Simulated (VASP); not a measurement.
Here is the system:

```xyz
2
Lattice="3.2500 0.0000 0.0000 0.0000 3.2500 0.0000 0.0000 0.0000 3.2500" Properties=species:S:1:pos:R:3 pbc="T T T"
In     1.6250     1.6250     1.6250
Pd     0.0000     0.0000     0.0000
```

Level of theory: rev-vdW-DF2, VASP's PBE PAW potentials (set 64) (plane waves; VASP). Settings: 520 eV cut-off, 10×10×10 Γ-centred mesh, first-order Methfessel-Paxton smearing of 0.10 eV, potentials In_d Pd.

Energy and stress use the plane-wave basis of the starting cell.

Task: The ions, cell shape and volume are relaxed. Give the cell that the relaxation ends in.

Result: 
```xyz
2
Lattice="3.2824 0.0000 0.0000 0.0000 3.2824 0.0000 0.0000 0.0000 3.2824" Properties=species:S:1:pos:R:3 pbc="T T T"
In     1.6412     1.6412     1.6412
Pd     0.0000     0.0000     0.0000
```
Space group Pm-3m (221), at a tolerance of 0.03 Å.

Task: How do energy and volume change from the first to the last step?

Result: The energy (σ→0) changes by -6.0 meV/atom and the volume by +3.0 %, in 3 ionic steps.

The compound is PdIn in the CsCl type structure. This run relaxes it. Symmetry was kept, so distortions that lower it aren't found. The electron count is odd and the run is not spin-polarised, which forces a metal.
